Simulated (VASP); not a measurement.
# ZnS with optB86b-vdW: from relaxation to properties, part 3 of 4

What structure and properties does optB86b-vdW give ZnS, and how near are they to the measured ones? The start is a cell from a database of measured crystal structures.

VASP 6.6.1; optB86b-vdW; plane waves and PAW (Zn, S).

So far, gap on the k-mesh (eV): step 2 (relaxing cell and atoms (optB86b-vdW)) 2.06; step 3 (single point with fields (optB86b-vdW)) 2.06.

The database entry behind the starting cell differs from later determinations by our own check (about 0.1 % short), so it need not match the best structure at ambient conditions.

### Step 5. Total and projected DOS (optB86b-vdW)

Here the states are counted by energy and projected on the atoms. The mesh is finer than in the run before.

INCAR

```
SYSTEM = ZnS
PREC = Accurate
ENCUT = 400
EDIFF = 1E-06
NELM = 100
ISMEAR = -5
SIGMA = 0.05
LREAL = .FALSE.
ALGO = Normal
GGA = MK
AGGAC = 0
LUSE_VDW = .TRUE.
PARAM1 = 0.1234
PARAM2 = 1
LASPH = .TRUE.
NBANDS = 21
LORBIT = 11
LWAVE = .FALSE.
LCHARG = .FALSE.
KPAR = 2
NEDOS = 2001
```

POSCAR

```
ZnS
1.0
    0.0000000000      2.6995462427      2.6995462427
    2.6995462427      0.0000000000      2.6995462427
    2.6995462427      2.6995462427      0.0000000000
Zn S
1 1
Direct
    0.2500000000      0.2500000000      0.2500000000
    0.0000000000      0.0000000000      0.0000000000
```

KPOINTS

```
Automatic mesh
0
Gamma
11 11 11
0 0 0
```

PAW data sets: Zn and S (PBE family, release 64).

The run is started by

```sh
$ mpirun -np 2 vasp_std
```

The program printed:

```text
[... set-up lines as in an earlier step ...]
 entering main loop
       N       E                     dE             d eps       ncg     rms          rms(c)
DAV:   1     0.968462387214E+02    0.96846E+02   -0.67391E+03  2368   0.846E+02
DAV:   2     0.478589888831E+01   -0.92060E+02   -0.84099E+02  2423   0.214E+02
DAV:   3    -0.269904233056E+01   -0.74849E+01   -0.73935E+01  2853   0.569E+01
DAV:   4    -0.278899388364E+01   -0.89952E-01   -0.89881E-01  2690   0.631E+00
DAV:   5    -0.278945559061E+01   -0.46171E-03   -0.46170E-03  2745   0.458E-01    0.681E+00
DAV:   6    -0.240721929764E+01    0.38224E+00   -0.46231E-01  3191   0.222E+01    0.528E+00
DAV:   7    -0.238664904339E+01    0.20570E-01   -0.15250E-01  2768   0.317E+00    0.277E+00
DAV:   8    -0.238576337896E+01    0.88566E-03   -0.44093E-03  3146   0.973E-01    0.653E-01
DAV:   9    -0.238579252930E+01   -0.29150E-04   -0.12411E-03  2647   0.249E-01    0.703E-02
DAV:  10    -0.238589069654E+01   -0.98167E-04   -0.18082E-04  2612   0.809E-02    0.488E-02
DAV:  11    -0.238588978260E+01    0.91394E-06   -0.16842E-05  2722   0.270E-02    0.134E-02
DAV:  12    -0.238588974352E+01    0.39079E-07   -0.21266E-06  2743   0.825E-03
   1 F= -.23858897E+01 E0= -.23858897E+01  d E =0.000000E+00
```

Elapsed: 46 s, on 2 MPI ranks of AMD EPYC 7R43, shared host; peak memory 0.58 GiB; 90 s of CPU time.

OUTCAR, selected parts (step 5):

```text
   k-points           NKPTS =     56   k-points in BZ     NKDIM =     56   number of bands    NBANDS=     21

   NELECT =      18.0000    total number of electrons

 E-fermi :   2.0492

 k-point     1 :       0.0000    0.0000    0.0000
  band No.  band energies     occupation
    ...
      5      -3.8673      2.00000
      6      -3.8673      2.00000
      7       2.0473      2.00000
      8       2.0473      2.00000
      9       2.0473      2.00000
     10       4.1061      0.00000
     11       8.4151      0.00000
     12       8.4151      0.00000
     13       8.4151      0.00000
     14      13.8223      0.00000
    ...

Total vdW correction in eV:      3.4161077

  Total        0.0227867      0.0227867      0.0227867      0.0000000     -0.0000000     -0.0000000
  in kB        0.9278755      0.9278755      0.9278755      0.0000000     -0.0000000     -0.0000000
  external PRESSURE =       0.9278755 kB  Pullay stress =       0.0000000 kB

  FREE ENERGIE OF THE ION-ELECTRON SYSTEM (eV)
  ---------------------------------------------------
  free  energy   TOTEN  =        -2.3858897435 eV

  energy  without entropy=       -2.3858897435  energy(sigma->0) =       -2.38588974

Total vdW correction in eV:      3.4161085

[... 7 parts as in an earlier step ...]

[... 10 further parts left out ...]
```

Numbers from this step:

```
irreducible k-points           : 56
free energy (TOTEN)            : -2.386 eV
Fermi energy                   : 2.049 eV
pressure                       : 0.09279 GPa
gap on the k-mesh              : 2.059 eV
least direct gap on the k-mesh : 2.059 eV
```

The density of states has structure finer than the step of the table below, so its rows give means over 1 eV, whole bins alone (the curve runs from -12.0 to 9.99 eV). Peaks (eV: height): total -6.3: 23.2, -5.9: 25.2, -4.6: 3.60; S p -6.3: 1.07, -4.6: 0.885, -1.0: 0.843, 6.1: 0.342; Zn d -6.3: 20.3, -5.9: 24.3; Zn s -6.4: 0.157, -4.6: 0.825, 4.4: 0.396; Zn p -2.0: 0.180, 4.4: 0.137, 6.1: 0.245, 7.2: 0.426.

States under -12.0 eV and over 10.0 eV are left out. Table of density of states by energy, zero at the valence-band top; means over each step; values in states/eV/cell:

| energy (eV) | total | S p | Zn d | Zn s | Zn p | S s |
| --- | --- | --- | --- | --- | --- | --- |
| -8 | 0 | 0 | 0 | 0 | 0 | 0 |
| -7 | 0.0467 | 0.00308 | 0.0370 | 0.00108 | 6.1e-5 | 1.0e-5 |
| -6 | 9.95 | 0.271 | 8.97 | 0.0699 | 0.0217 | 0.0215 |
| -5 | 0.811 | 0.193 | 0.125 | 0.162 | 0.0196 | 0.0106 |
| -4 | 0.775 | 0.178 | 0.158 | 0.132 | 0.0205 | 0.0258 |
| -3 | 0.918 | 0.292 | 0.113 | 0.0467 | 0.0743 | 0.0177 |
| -2 | 1.76 | 0.689 | 0.164 | 0.0338 | 0.164 | 0.0125 |
| -1 | 1.54 | 0.695 | 0.164 | 0.0117 | 0.121 | 0.00500 |
| 0 | 0.209 | 0.104 | 0.0273 | 6.1e-4 | 0.0106 | 3.3e-4 |
| 1 | 0 | 0 | 0 | 0 | 0 | 0 |
| 2 | 0.00249 | 2.0e-4 | 0 | 6.4e-4 | 5.1e-6 | 5.8e-4 |
| 3 | 0.0884 | 0.0101 | 9.4e-4 | 0.0203 | 0.00305 | 0.0146 |
| 4 | 1.20 | 0.119 | 0.0374 | 0.219 | 0.0797 | 0.0903 |
| 5 | 1.21 | 0.160 | 0.0471 | 0.213 | 0.0783 | 0.0415 |
| 6 | 1.33 | 0.190 | 0.0491 | 0.105 | 0.147 | 0.0159 |
| 7 | 1.30 | 0.100 | 0.0410 | 0.0158 | 0.268 | 0.0101 |
| 8 | 1.32 | 0.157 | 0.0513 | 0.0235 | 0.219 | 0.0212 |
| 9 | 1.07 | 0.162 | 0.0529 | 0.0157 | 0.141 | 0.0111 |

The gap on this mesh is 2.06 eV. In the top eV of the valence band the largest shares in the PAW spheres are S p 47 %, Zn d 12 % and Zn p 7 %; in the lowest eV of the conduction band, Zn s 24 %, S s 21 % and S p 12 %. The rest lies in smaller channels or between the spheres.

### Step 6. Optical spectrum (optB86b-vdW)

LOPTICS sums transitions from filled to empty bands. NBANDS is raised for it.

INCAR: that of step 5 with these lines changed.

```diff
@@ -5,3 +5,3 @@
 NELM = 100
-ISMEAR = -5
+ISMEAR = 0
 SIGMA = 0.05
@@ -15,3 +15,3 @@
 LASPH = .TRUE.
-NBANDS = 21
+NBANDS = 25
 LORBIT = 11
@@ -20,2 +20,4 @@
 KPAR = 2
-NEDOS = 2001
+LOPTICS = .TRUE.
+NEDOS = 1500
+CSHIFT = 0.1
```

POSCAR is that of step 5.

KPOINTS is that of step 5.

The run is started by

```sh
$ mpirun -np 2 vasp_std
```

The program printed:

```text
[... set-up lines as in an earlier step ...]
 entering main loop
       N       E                     dE             d eps       ncg     rms          rms(c)
DAV:   1     0.100366243449E+03    0.10037E+03   -0.62869E+03  2850   0.706E+02
DAV:   2     0.562622312854E+01   -0.94740E+02   -0.84643E+02  3064   0.191E+02
DAV:   3    -0.268922883700E+01   -0.83155E+01   -0.81848E+01  3495   0.519E+01
DAV:   4    -0.278910176941E+01   -0.99873E-01   -0.99794E-01  3117   0.577E+00
DAV:   5    -0.278945736833E+01   -0.35560E-03   -0.35558E-03  3484   0.350E-01    0.681E+00
DAV:   6    -0.240870399554E+01    0.38075E+00   -0.33750E-01  3719   0.187E+01    0.531E+00
DAV:   7    -0.238677076599E+01    0.21933E-01   -0.12203E-01  3357   0.255E+00    0.275E+00
DAV:   8    -0.238579397554E+01    0.97679E-03   -0.38241E-03  3713   0.894E-01    0.624E-01
DAV:   9    -0.238579510517E+01   -0.11296E-05   -0.12588E-03  3123   0.216E-01    0.696E-02
DAV:  10    -0.238587702164E+01   -0.81916E-04   -0.14449E-04  3223   0.595E-02    0.575E-02
DAV:  11    -0.238588971595E+01   -0.12694E-04   -0.20072E-05  2941   0.234E-02    0.172E-02
DAV:  12    -0.238588971258E+01    0.33706E-08   -0.12431E-06  3139   0.583E-03
   1 F= -.23858897E+01 E0= -.23858897E+01  d E =-.978740E-11
 optical routines
 imaginary and real dielectric function
 recalculating local potential from charge density
 direction            1
 direction            2
 direction            3
```

Elapsed: 61 s, on 2 MPI ranks; peak memory 0.64 GiB.

From OUTCAR (step 6):

```text
   k-points           NKPTS =     56   k-points in BZ     NKDIM =     56   number of bands    NBANDS=     25

   NELECT =      18.0000    total number of electrons

 E-fermi :   2.2452

 k-point     1 :       0.0000    0.0000    0.0000
  band No.  band energies     occupation
    ...
      5      -3.8672      2.00000
      6      -3.8672      2.00000
      7       2.0471      2.00000
      8       2.0471      2.00000
      9       2.0471      2.00000
     10       4.1060      0.00000
     11       8.4152      0.00000
     12       8.4152      0.00000
     13       8.4152      0.00000
     14      13.8223      0.00000
    ...

  Total        0.0213201      0.0213201      0.0213201      0.0000000      0.0000000      0.0000000
  in kB        0.8681562      0.8681562      0.8681562      0.0000000      0.0000000      0.0000000
  external PRESSURE =       0.8681562 kB  Pullay stress =       0.0000000 kB

  FREE ENERGIE OF THE ION-ELECTRON SYSTEM (eV)
  ---------------------------------------------------
  free  energy   TOTEN  =        -2.3858897126 eV

  energy  without entropy=       -2.3858897126  energy(sigma->0) =       -2.38588971

Total vdW correction in eV:      3.4161109

Total vdW correction in eV:      3.4161109

 plasma frequency squared (from intraband transitions) (eV^2)
  --------------------------------------------------------------------------------------
       0.000       0.000       0.000
       0.000       0.000      -0.000
       0.000      -0.000       0.000

[... 9 parts as in an earlier step ...]

[... 8 further parts left out ...]
```

These are independent-particle spectra without excitons or local fields, and fine structure depends on the mesh and on CSHIFT.

Numbers from this step:

| Quantity | Value |
| --- | --- |
| bands | 25 |
| Fermi energy | 2.245 eV |
| pressure | 0.08682 GPa |

The imaginary dielectric function, xx has structure finer than the step of the table below, so its rows give means over 0.5 eV, whole bins alone (the curve runs from 0 to 25.0 eV). Peaks (eV: height): 3.98: 5.51, 4.61: 7.63, 5.87: 14.5, 7.49: 9.83.

The imaginary dielectric function, xx by photon energy; means over each step:

photon energy (eV), imaginary dielectric function, xx and a bar:
```
      0.5        0.0 
      1.0        0.0 
      1.5        0.1 
      2.0        0.4 #
      2.5        0.9 ##
      3.0        1.3 ###
      3.5        2.0 #####
      4.0        4.3 ##########
      4.5        6.0 ##############
      5.0        5.3 ############
      5.5        8.8 #####################
      6.0       12.8 ##############################
      6.5       11.1 ##########################
      7.0        6.3 ###############
      7.5        8.6 ####################
      8.0        7.5 ##################
      8.5        5.3 ############
      9.0        3.7 #########
      9.5        3.1 #######
     10.0        2.5 ######
     10.5        2.7 ######
     11.0        2.1 #####
     11.5        1.6 ####
     12.0        1.6 ####
     12.5        1.4 ###
     13.0        1.2 ###
     13.5        1.0 ##
     14.0        1.0 ##
     14.5        0.6 #
     15.0        0.6 #
     15.5        0.5 #
     16.0        0.5 #
     16.5        0.5 #
     17.0        0.4 #
     17.5        0.4 #
     18.0        0.5 #
     18.5        0.4 #
     19.0        0.4 #
     19.5        0.5 #
     20.0        0.4 #
     20.5        0.3 #
     21.0        0.3 #
     21.5        0.3 #
     22.0        0.3 #
     22.5        0.2 
     23.0        0.2 
     23.5        0.2 
     24.0        0.2 
     24.5        0.2
```

Table of real dielectric function, xx by photon energy:

```csv
photon energy (eV),"real dielectric function, xx"
0,6.36
1,6.56
2,7.47
3,8.22
4,9.13
5,7.78
6,3.26
7,0.336
8,-3.32
9,-2.55
10,-1.55
11,-1.69
12,-0.912
13,-0.993
14,-0.685
15,-0.466
16,-0.189
17,-0.0292
18,0.0323
19,0.196
20,0.124
21,0.251
22,0.287
23,0.341
24,0.409
```

The mean of ε2 over directions passes 5 % of its top at 2.55 eV, against a least direct gap of 2.06 eV on this mesh, so the first direct transitions are weak, forbidden or few.

### Step 7. Volume scan with optB86b-vdW

An equation of state needs energies on both sides of the minimum, all on one mesh and cutoff.

INCAR: that of step 6 with these lines changed.

```diff
@@ -15,3 +15,3 @@
 LASPH = .TRUE.
-NBANDS = 25
+NBANDS = 15
 LORBIT = 11
@@ -20,4 +20,2 @@
 KPAR = 2
-LOPTICS = .TRUE.
-NEDOS = 1500
-CSHIFT = 0.1
+ISIF = 2
```

POSCAR

```
ZnS
1.0
    0.0000000000      2.6444379992      2.6444379992
    2.6444379992      0.0000000000      2.6444379992
    2.6444379992      2.6444379992      0.0000000000
Zn S
1 1
Direct
    0.2500000000      0.2500000000      0.2500000000
    0.0000000000      0.0000000000      0.0000000000
```

KPOINTS

```
Automatic mesh
0
Gamma
7 7 7
0 0 0
```

The run is started by

```sh
$ mpirun -np 2 vasp_std
```

The program printed:

```text
[... set-up lines as in an earlier step ...]
 entering main loop
       N       E                     dE             d eps       ncg     rms          rms(c)
DAV:   1     0.783642169820E+02    0.78364E+02   -0.74139E+03   600   0.121E+03
DAV:   2     0.165040649570E+01   -0.76714E+02   -0.72605E+02   684   0.238E+02
DAV:   3    -0.271315560494E+01   -0.43636E+01   -0.43438E+01   726   0.574E+01
DAV:   4    -0.275531557777E+01   -0.42160E-01   -0.42151E-01   705   0.584E+00
DAV:   5    -0.275578314343E+01   -0.46757E-03   -0.46755E-03   761   0.598E-01    0.768E+00
DAV:   6    -0.236296158174E+01    0.39282E+00   -0.78358E-01   890   0.324E+01    0.587E+00
DAV:   7    -0.234344456420E+01    0.19517E-01   -0.26622E-01   677   0.508E+00    0.303E+00
DAV:   8    -0.234247976247E+01    0.96480E-03   -0.54243E-03   778   0.115E+00    0.812E-01
DAV:   9    -0.234245257378E+01    0.27189E-04   -0.12402E-03   670   0.298E-01    0.745E-02
DAV:  10    -0.234253062065E+01   -0.78047E-04   -0.13087E-04   713   0.887E-02    0.382E-02
DAV:  11    -0.234254282930E+01   -0.12209E-04   -0.27930E-05   642   0.425E-02    0.101E-02
DAV:  12    -0.234254322538E+01   -0.39607E-06   -0.12932E-06   632   0.118E-02
   1 F= -.23425432E+01 E0= -.23425432E+01  d E =-.619402E-15
```

Run time: 24 s. Hardware: 2 MPI ranks; peak memory 0.46 GiB; 46 s of CPU time.

Parts of OUTCAR (step 7):

```text
   ENCUT  =  400.0 eV  29.40 Ry    5.42 a.u.   6.10  6.10  6.10*2*pi/ulx,y,z

   NELECT =      18.0000    total number of electrons

 E-fermi :   2.9077

 k-point     1 :       0.0000    0.0000    0.0000
  band No.  band energies     occupation
    ...
      5      -3.4579      2.00000
      6      -3.4579      2.00000
      7       2.6493      2.00000
      8       2.6493      2.00000
      9       2.6493      2.00000
     10       4.9901      0.00000
     11       8.9672      0.00000
     12       8.9672      0.00000
     13       8.9672      0.00000
     14      14.4940      0.00000
    ...

Total vdW correction in eV:      3.3455312

  Total        1.2359796      1.2359796      1.2359796      0.0000000     -0.0000000      0.0000000
  in kB       53.5416468     53.5416468     53.5416468      0.0000000     -0.0000000      0.0000000
  external PRESSURE =      53.5416468 kB  Pullay stress =       0.0000000 kB

 POSITION                                       TOTAL-FORCE (eV/Angst)
 -----------------------------------------------------------------------------------
      1.32222      1.32222      1.32222        -0.000000     -0.000000     -0.000000
      0.00000      0.00000      0.00000         0.000000      0.000000      0.000000
 -----------------------------------------------------------------------------------
    total drift:                                0.000001      0.000001      0.000000

  FREE ENERGIE OF THE ION-ELECTRON SYSTEM (eV)
  ---------------------------------------------------
  free  energy   TOTEN  =        -2.3425432254 eV

  energy  without entropy=       -2.3425432254  energy(sigma->0) =       -2.34254323

Total vdW correction in eV:      3.3455401

[... 3 parts as in an earlier step ...]

[... 13 further parts left out ...]
```

The scan keeps the cell's shape and the fractional positions fixed.

This step gave:

```yaml
bands: 15
irreducible_k_points: 20
free_energy_toten: -2.343 eV
fermi_energy: 2.908 eV
pressure: 5.354 GPa
gap_on_the_k_mesh: 2.341 eV
least_direct_gap_on_the_k_mesh: 2.341 eV
```

The pressure here is 5.35 GPa.

### Step 8. Volume scan with optB86b-vdW (run 2)

INCAR is that of step 7.

POSCAR

```
ZnS
1.0
    0.0000000000      2.6630614156      2.6630614156
    2.6630614156      0.0000000000      2.6630614156
    2.6630614156      2.6630614156      0.0000000000
Zn S
1 1
Direct
    0.2500000000      0.2500000000      0.2500000000
    0.0000000000      0.0000000000      0.0000000000
```

KPOINTS is that of step 7.

The run is started by

```sh
$ mpirun -np 2 vasp_std
```

The program printed:

```text
[... set-up lines as in an earlier step ...]
 entering main loop
       N       E                     dE             d eps       ncg     rms          rms(c)
DAV:   1     0.785893955261E+02    0.78589E+02   -0.75510E+03   600   0.120E+03
DAV:   2     0.169819620420E+01   -0.76891E+02   -0.72728E+02   663   0.233E+02
DAV:   3    -0.273206186722E+01   -0.44303E+01   -0.44102E+01   747   0.574E+01
DAV:   4    -0.277417837895E+01   -0.42117E-01   -0.42108E-01   691   0.578E+00
DAV:   5    -0.277467724446E+01   -0.49887E-03   -0.49885E-03   803   0.611E-01    0.736E+00
DAV:   6    -0.238459546671E+01    0.39008E+00   -0.77718E-01   890   0.319E+01    0.566E+00
DAV:   7    -0.236621555757E+01    0.18380E-01   -0.25728E-01   698   0.493E+00    0.294E+00
DAV:   8    -0.236534888735E+01    0.86667E-03   -0.51212E-03   741   0.104E+00    0.782E-01
DAV:   9    -0.236537159711E+01   -0.22710E-04   -0.11638E-03   663   0.289E-01    0.777E-02
DAV:  10    -0.236546090793E+01   -0.89311E-04   -0.13783E-04   685   0.922E-02    0.299E-02
DAV:  11    -0.236546458800E+01   -0.36801E-05   -0.21970E-05   698   0.370E-02    0.567E-03
DAV:  12    -0.236546513670E+01   -0.54870E-06   -0.23573E-06   698   0.104E-02
   1 F= -.23654651E+01 E0= -.23654651E+01  d E =-.196899E-17
```

Run time: 33 s. Hardware: 2 MPI ranks; peak memory 0.56 GiB.

OUTCAR, selected parts (step 8):

```text
   ENCUT  =  400.0 eV  29.40 Ry    5.42 a.u.   6.14  6.14  6.14*2*pi/ulx,y,z

   NELECT =      18.0000    total number of electrons

 E-fermi :   2.7248

 k-point     1 :       0.0000    0.0000    0.0000
  band No.  band energies     occupation
    ...
      5      -3.5979      2.00000
      6      -3.5979      2.00000
      7       2.4400      2.00000
      8       2.4400      2.00000
      9       2.4400      2.00000
     10       4.6834      0.00000
     11       8.7764      0.00000
     12       8.7764      0.00000
     13       8.7764      0.00000
     14      14.2614      0.00000
    ...

Total vdW correction in eV:      3.3697760

  Total        0.8011687      0.8011687      0.8011687      0.0000000      0.0000000      0.0000000
  in kB       33.9829437     33.9829437     33.9829437      0.0000000      0.0000000      0.0000000
  external PRESSURE =      33.9829437 kB  Pullay stress =       0.0000000 kB

 POSITION                                       TOTAL-FORCE (eV/Angst)
 -----------------------------------------------------------------------------------
      1.33153      1.33153      1.33153         0.000000     -0.000000      0.000000
      0.00000      0.00000      0.00000        -0.000000      0.000000     -0.000000
 -----------------------------------------------------------------------------------
    total drift:                               -0.000001     -0.000001     -0.000001

  FREE ENERGIE OF THE ION-ELECTRON SYSTEM (eV)
  ---------------------------------------------------
  free  energy   TOTEN  =        -2.3654651367 eV

  energy  without entropy=       -2.3654651367  energy(sigma->0) =       -2.36546514

Total vdW correction in eV:      3.3698223

[... 4 parts as in an earlier step ...]

[... 12 further parts left out ...]
```

Numbers from this step:

```yaml
free_energy_toten: -2.365 eV
fermi_energy: 2.725 eV
pressure: 3.398 GPa
gap_on_the_k_mesh: 2.243 eV
least_direct_gap_on_the_k_mesh: 2.243 eV
```

The pressure falls from 5.35 to 3.40 GPa.

The run ends at a pressure of 3.40 GPa.

(Part 3 of 4 ends here.)

[Lines on the potential files, build, host, timing and source positions are cut from VASP's logs without a mark.]

[Logs are printed without paths, hosts, clocks, repeated set-up lines and the standing remarks that a program may print on its own settings, such as how far it seeks lower states.]

[Hosts, paths, dates, database ids (printed as entryN), source tags and the programs' standing remarks are cut or masked in the printed files.]

[A measured line is paired with the nearest computed mode of its activity, which favours agreement.]
